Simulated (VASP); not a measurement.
KTaO3 (cubic perovskite): the LDA gap over mesh and path against the volume, with the cell scaled uniformly; LDA's own equilibrium is at 12.425 Å³/atom. VASP (PAW), 520 eV cut-off, 6×6×6 Γ-centred mesh, Gaussian smearing of 0.050 eV, potentials K_sv Ta_pv O.  Fit the value as a straight line in ln V.

```
V (Å³/atom)  LDA gap over mesh and path (eV)
-----------  -------------------------------
11.307                                 2.233
11.679                                 2.177
12.052                                 2.120
12.425                                 2.061
12.798                                 2.002
13.17                                  1.944
```

Question: Fit the rows as the text says and predict the value at 10.934.

Answer: The slope against ln V is -1.90 eV, the volume deformation potential of this gap. The line misses the rows by up to 0.004 and gives 2.301 at 10.934. The run gave 2.288, -0.013 from the line.

Left out are failed runs and those whose mesh is unfit for this quantity.

The compound is KTaO3 in the cubic perovskite structure.
